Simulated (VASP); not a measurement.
A run of VASP 6.6.1 is set up as follows.

File INCAR:

```
SYSTEM = Ga3BSb2
PREC = Normal
ENCUT = 520
EDIFF = 1E-4
ISMEAR = 0
SIGMA = 0.15
LREAL = .False.
LASPH = .True.
NELM = 60
ALGO = Fast
ISIF = 3
LWAVE = .False.
LCHARG = .False.
GGA = PE
IBRION = 2
NSW = 24
EDIFFG = -0.08
KPAR = 2
```

KPOINTS

```
regular mesh
0
Gamma
  5 5 2
  0 0 0
```

The input POSCAR:

```
Ga3BSb2
1.0
    4.1000000000      0.0000000000      0.0000000000
   -2.0500000000      3.5507041600      0.0000000000
    0.0000000000      0.0000000000      8.0800000000
Ga B Sb
3 1 2
Direct
    0.0000000000      0.0000000000      0.7000000000
    0.6666666700      0.3333333300      0.8300000000
    0.0000000000      0.0000000000      0.3500000000
    0.0000000000      0.0000000000      0.0700000000
    0.3333333300      0.6666666700      0.0000000000
    0.3333333300      0.6666666700      0.5200000000
```

Potentials or basis: VASP PAW PBE potentials, release 64 (Ga_d, B, Sb).

The run is started by

```bash
$ cat potpaw_PBE.64/Ga_d/POTCAR potpaw_PBE.64/B/POTCAR potpaw_PBE.64/Sb/POTCAR > POTCAR
$ mpirun -np 2 vasp_std > vasp.out
```

Estimate the relaxed volume.

21.74 Å³/atom.

What does it give for the band gap on the k mesh?

None (metal or under the smearing width).

Estimate the space group after relaxing (to 0.05 Å).

P3m1 (No. 156).

Stress tensor (GPa, compression positive):
```
0.25 0.00 0.00
0.00 0.25 0.00
0.00 0.00 0.56
```

Caveat: the k mesh is coarse (spacing up to 0.39 Å⁻¹), so the values aren't converged. The run has no spin-orbit coupling, so splittings on Sb are missing.
